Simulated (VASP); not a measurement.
Here is a VASP 6.6.1 calculation.

Contents of INCAR:

```
SYSTEM = HfIn4SiO6
PREC = Accurate
ENCUT = 520
EDIFF = 1E-6
ISMEAR = 0
SIGMA = 0.1
LREAL = .False.
LASPH = .True.
NELM = 150
ALGO = Normal
ISIF = 2
LWAVE = .False.
LCHARG = .False.
METAGGA = R2SCAN
LMIXTAU = .True.
NBANDS = 63
KPAR = 4
```

File KPOINTS:

```
Automatic mesh
0
Gamma
  6 6 4
  0 0 0
```

File POSCAR:

```
HfIn4SiO6
1.0
    2.7014110000     -4.6860700000      0.0000000000
    2.7014110000      4.6860700000      0.0000000000
   -1.7017440000      0.0000000000      7.4975110000
Hf In Si O
1 4 1 6
Direct
    0.8331510000      0.1668490000      0.0000000000
    0.0045230000      0.9954770000      0.5000000000
    0.3289110000      0.6710890000      0.5000000000
    0.6692980000      0.3307020000      0.5000000000
    0.4996120000      0.5003880000      0.0000000000
    0.1662760000      0.8337240000      0.0000000000
    0.4205670000      0.0732460000      0.8684780000
    0.9267540000      0.5794330000      0.1315220000
    0.5041300000      0.8898010000      0.1331800000
    0.1101990000      0.4958700000      0.8668200000
    0.8435590000      0.8071900000      0.8669200000
    0.1928100000      0.1564410000      0.1330800000
```

Potentials or basis: VASP PAW PBE potentials, release 64 (Hf_pv, In_d, Si, O).

Run with:

```bash
$ cat potpaw_PBE.64/Hf_pv/POTCAR potpaw_PBE.64/In_d/POTCAR potpaw_PBE.64/Si/POTCAR potpaw_PBE.64/O/POTCAR > POTCAR
$ mpirun -np 4 vasp_std > vasp.out
```

(1) What does it give for the band gap on the k mesh?

(2) What does it give for the largest force?

(3) Estimate the pressure.

## Answers

(1) none (metal or under the smearing width).

(2) 0.379 eV/Å.

(3) -4.1 GPa.

Caveat: the PAW data sets were made with another functional, which shifts forces and pressure a little.
